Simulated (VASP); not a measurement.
Given:

```
RuB
1.0
    2.65812     0.00000     0.00000
    0.00000     2.65812     0.00000
    0.00000     0.00000     2.65812
Ru B
1 1
Direct
  0.00000   0.00000   0.00000
  0.50000   0.50000   0.50000
```

All values below come from LDA (Ceperley-Alder, Perdew-Zunger), VASP's LDA PAW potentials (set 64) (plane waves; VASP). Run with 520 eV cut-off, Gaussian smearing of 0.050 eV, potentials Ru_pv B.

Q: Give the energies of bands 5 to 11 at the high-symmetry points, in eV from the Fermi level.

A: 
```csv
band,Γ,X,M,R
5,-5.30,-7.58,-4.05,-7.51
6,-5.30,-4.42,-3.09,-7.51
7,0.47,-3.11,-3.09,-1.46
8,0.47,-3.11,-1.47,2.47
9,0.47,0.78,-1.47,2.47
10,3.02,2.88,2.32,7.87
11,3.02,8.62,5.00,7.87
```

It has no gap at this level: it comes out as a metal or semimetal.

The structure was generated: RuB was put into the CsCl type type (Pm-3m), which need not be its known phase. It was relaxed first, which changed the volume by -30 %. The electron count is odd and the run is not spin-polarised, which forces a metal.
